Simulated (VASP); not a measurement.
Input of a VASP 6.6.1 run:

INCAR

```
SYSTEM = Ga3BSb2
PREC = Normal
ENCUT = 520
EDIFF = 1E-4
ISMEAR = 0
SIGMA = 0.15
LREAL = Auto
LASPH = .True.
NELM = 60
ALGO = Fast
ISIF = 3
LWAVE = .False.
LCHARG = .False.
GGA = PE
IBRION = 2
NSW = 24
EDIFFG = -0.08
KPAR = 2
```

The input KPOINTS:

```
regular mesh
0
Gamma
  3 3 3
  0 0 0
```

File POSCAR:

```
Ga3BSb2
1.0
    6.1700000000      0.0000000000      0.0000000000
    0.0000000000      6.1700000000      0.0000000000
    0.0000000000      0.0000000000      6.1700000000
Ga B Sb
6 2 4
Direct
    0.0000000000      0.5000000000      0.7500000000
    0.5000000000      0.0000000000      0.7500000000
    0.5000000000      0.0000000000      0.2500000000
    0.0000000000      0.5000000000      0.2500000000
    0.5000000000      0.5000000000      0.7500000000
    0.5000000000      0.5000000000      0.2500000000
    0.0000000000      0.0000000000      0.7500000000
    0.0000000000      0.0000000000      0.2500000000
    0.2200000000      0.7800000000      0.5000000000
    0.2200000000      0.2200000000      0.0000000000
    0.7800000000      0.2200000000      0.5000000000
    0.7800000000      0.7800000000      0.0000000000
```

Potentials or basis: VASP PAW PBE potentials, release 64 (Ga_d, B, Sb).

Launch:

```bash
$ cat potpaw_PBE.64/Ga_d/POTCAR potpaw_PBE.64/B/POTCAR potpaw_PBE.64/Sb/POTCAR > POTCAR
$ mpirun -np 2 vasp_std > vasp.out
```

(1) Predict the relaxed cell.

(2) What does it give for the band gap on the k mesh?

(3) What does it give for the relaxed volume?

(4) What does it give for the space group after relaxing (to 0.05 Å)?

Results:

(1) a = 6.640 Å, b = 6.640 Å, c = 6.664 Å, α = 90.00°, β = 90.00°, γ = 90.00°.

(2) none (metal or under the smearing width).

(3) 24.49 Å³/atom.

(4) P4_2/mcm (No. 132).

Caveat: the volume moved by over 15 % at a fixed basis, so the end points are rough.
